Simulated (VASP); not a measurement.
# A VASP study of Titanium (LDA): structure first, properties next, part 5 of 5

Aim: relax Titanium with LDA, compute its properties on that cell and hold them against experiment. Left out of this account: 1 further run (relaxation: it shows nothing beyond the runs told). The start is a cell from a database of measured crystal structures.

VASP 6.6.1; LDA; plane waves and PAW (Ti_sv).

Still holding for the runs below: The k-mesh is coarse for a metal.

So far. Step 21 (Volume scan with LDA, volume scale 1.06 (run 2)): The run ends at a pressure of -6.83 GPa. Step 23 (Fit for LDA): The fitted volume lies +0.77 % from the relaxed one. At a finite cutoff and mesh the minimum of the energy and the zero of the stress don't quite coincide, and the relaxation stops at a threshold. The relaxed cell has a = 2.860, c = 4.510 Å (conventional setting).

**24. Field gradients at the nuclei (LDA)**

This step: LDA; plane waves and PAW (Ti_sv) (VASP 6.6.1).

Field gradients probe how far the charge around each nucleus departs from cubic symmetry; LASPH keeps the non-spherical terms inside the spheres.

INCAR

```
SYSTEM = Ti
PREC = Accurate
ENCUT = 400
EDIFF = 1E-07
NELM = 100
ISMEAR = 1
SIGMA = 0.2
LREAL = .FALSE.
ALGO = Normal
GGA = CA
NBANDS = 18
LASPH = .TRUE.
LORBIT = 11
LWAVE = .FALSE.
LCHARG = .FALSE.
KPAR = 2
LEFG = .TRUE.
```

POSCAR

```
Ti
1.0
    2.8599725055      0.0000000000      0.0000000000
   -1.4299862527      2.4768088440      0.0000000000
    0.0000000000      0.0000000000      4.5103404911
Ti
2
Direct
    0.3333333333      0.6666666667      0.2500000000
    0.6666666667      0.3333333333      0.7500000000
```

KPOINTS

```
Automatic mesh
0
Gamma
8 8 4
0 0 0
```

Potentials, in the order of the species: Ti_sv (LDA family, release 64).

The run is started by

```console
> mpirun -np 2 vasp_std
```

The program printed:

```text
[... set-up lines as in an earlier step ...]
 entering main loop
       N       E                     dE             d eps       ncg     rms          rms(c)
[... 12 cycles as in an earlier step ...]
DAV:  13    -0.170993940836E+02   -0.46499E-06   -0.11095E-06  1328   0.747E-03    0.167E-03
DAV:  14    -0.170993943554E+02   -0.27182E-06   -0.21425E-07   864   0.343E-03    0.855E-05
DAV:  15    -0.170993943650E+02   -0.95356E-08   -0.30734E-08   602   0.147E-03
ion   1
     0.0000000     0.0000000     0.0000000    -1.6504880     0.0000000    -0.0000000
     0.0000422     0.0000000     0.0000000    -1.6504880     0.0000000    -0.0000000
     0.0000581     0.0000000     0.0000000    -1.6504879     0.0000000    -0.0000000
     0.0000800     0.0000000     0.0000000    -1.6504879     0.0000000    -0.0000000
     0.0001102     0.0000000     0.0000000    -1.6504879     0.0000000    -0.0000000

     0.0000000     0.0000001     0.0000000   -20.4517504     0.0000000    -0.0000003
     0.0000422     0.0000001     0.0000000   -20.4515788     0.0000000    -0.0000003
     0.0000581     0.0000001     0.0000000   -20.4514765     0.0000000    -0.0000003
     0.0000800     0.0000001     0.0000000   -20.4513074     0.0000000    -0.0000003
     0.0001102     0.0000001     0.0000000   -20.4510295     0.0000000    -0.0000003

ion   2
     0.0000000     0.0000000    -0.0000000    -1.6504880     0.0000000    -0.0000000
     0.0000422     0.0000000    -0.0000000    -1.6504880     0.0000000    -0.0000000
     0.0000581     0.0000000    -0.0000000    -1.6504879     0.0000000    -0.0000000
     0.0000800     0.0000000    -0.0000000    -1.6504879     0.0000000    -0.0000000
     0.0001102     0.0000000    -0.0000000    -1.6504879     0.0000000    -0.0000000

     0.0000000     0.0000001    -0.0000000   -20.4517504     0.0000000    -0.0000003
     0.0000422     0.0000001    -0.0000000   -20.4515788     0.0000000    -0.0000003
     0.0000581     0.0000001    -0.0000000   -20.4514765     0.0000000    -0.0000003
     0.0000800     0.0000001    -0.0000000   -20.4513074     0.0000000    -0.0000003
     0.0001102     0.0000001    -0.0000000   -20.4510295     0.0000000    -0.0000003

   1 F= -.17099394E+02 E0= -.17103879E+02  d E =0.134550E-01
```

Wall time 13 s (2 MPI ranks of AMD EPYC 7R43, shared host); peak memory 0.18 GiB.

OUTCAR, selected parts (step 24):

```text
   NELECT =      24.0000    total number of electrons

 E-fermi :   9.0659

 k-point     1 :       0.0000    0.0000    0.0000
  band No.  band energies     occupation
    ...
      6     -23.1600      2.00000
      7     -23.1388      2.00000
      8     -23.1388      2.00000
      9       2.7329      2.00000
     10       6.1300      2.00000
     11       9.7836     -0.00000
     12       9.7836     -0.00000
     13       9.9661     -0.00000
     14      10.1899     -0.00000
     15      10.3547     -0.00000
    ...

  Total        0.0011002      0.0011002      0.0003390      0.0000000      0.0000000     -0.0000000
  in kB        0.0551726      0.0551726      0.0170023      0.0000000      0.0000000     -0.0000000
  external PRESSURE =       0.0424492 kB  Pullay stress =       0.0000000 kB

  FREE ENERGIE OF THE ION-ELECTRON SYSTEM (eV)
  ---------------------------------------------------
  free  energy   TOTEN  =       -17.0993943650 eV

  energy  without entropy=      -17.1128493748  energy(sigma->0) =      -17.10387937

 Electric field gradients after diagonalization (V/A^2)
 (convention: |V_zz| > |V_xx| > |V_yy|)
----------------------------------------------------------------------
 ion       V_xx      V_yy      V_zz     asymmetry (V_yy - V_xx)/ V_zz
----------------------------------------------------------------------
   1     -13.024   -13.023    26.047       0.000
   2     -13.024   -13.023    26.047       0.000
----------------------------------------------------------------------

[... 12 parts as in an earlier step ...]

[... 6 further parts left out ...]
```

This step gave:

```yaml
scf_cycles: 15
free_energy_toten: -17.10 eV
energy_at_zero_smearing: -17.10 eV
fermi_energy: 9.066 eV
pressure: 0.004245 GPa
```

Electric field gradients, by row:

```tsv
atom	Vxx (V/Å²)	Vyy (V/Å²)	Vzz (V/Å²)	asymmetry
Ti1	-13.02	-13.02	26.05	0
Ti2	-13.02	-13.02	26.05	0
```

The largest gradient, 26.05 V/Å², sits on Ti1 and like sites; times the quadrupole moment of a nucleus that has one, it gives the coupling that NMR and NQR see.

**25. What came out**

```yaml
relaxed_volume: 15.97 Å³/atom
relaxed_conventional_cell_a_b_c: 2.860, 2.860, 4.510 Å; angles 90.0, 90.0, 120.0°
space_group_after_relaxing_within_0p02_a: P6_3/mmc (No. 194)
band_gap: none, a metal
dos_at_the_fermi_level: 1.87 states/eV/cell
bulk_modulus_from_the_fit: 131 GPa
volume_from_the_fit: 16.1 Å³/atom
largest_field_gradient_vzz: 26.05 V/Å² on Ti1
```

**Reading.** With LDA, Titanium relaxes to 15.97 Å³/atom in space group P6_3/mmc (held by the symmetry of the run), comes out as a metal and has a bulk modulus of 131 GPa at fixed shape and positions, an upper bound. Against the listed cell the volume lies -9.4 % (a -3.1 %, c -3.6 %). Bands along the symmetry lines (LDA): Of the bands kept, 4 cross the Fermi level on this path. The k-sampling is coarse for a metal, so the Fermi level, pressures and the shape of the cell carry errors. No search among competing phases was made. All values are for a static lattice at zero temperature.

Comparison with the measured values:

| quantity | measured | LDA |
| --- | --- | --- |
| lattice constant a (Å) | 2.9536 | 2.860 (-3.2 %) |
| lattice constant c (Å) | 4.685 | 4.510 (-3.7 %) |

Measured values from arxiv:2402.07147 (2024).

Verdict: The lattice constant a is off by -3.2 %: a clear miss. The lattice constant c is off by -3.7 %: a clear miss. The grades are ours: good and fair within 0.7 and 1.5 % for the lattice constant a and 0.8 and 2 % for the lattice constant c. Zero-point motion and thermal expansion (measured at up to 298 K) are not in the computed lattice constants.

[Lines on the potential files, build, host, timing and source positions are cut from VASP's logs without a mark.]

[Logs are printed without paths, hosts, clocks, repeated set-up lines and the standing remarks that a program may print on its own settings, such as how far it seeks lower states.]

[Hosts, paths, dates, database ids (printed as entryN), source tags and the programs' standing remarks are cut or masked in the printed files.]

[A measured line is paired with the nearest computed mode of its activity, which favours agreement.]
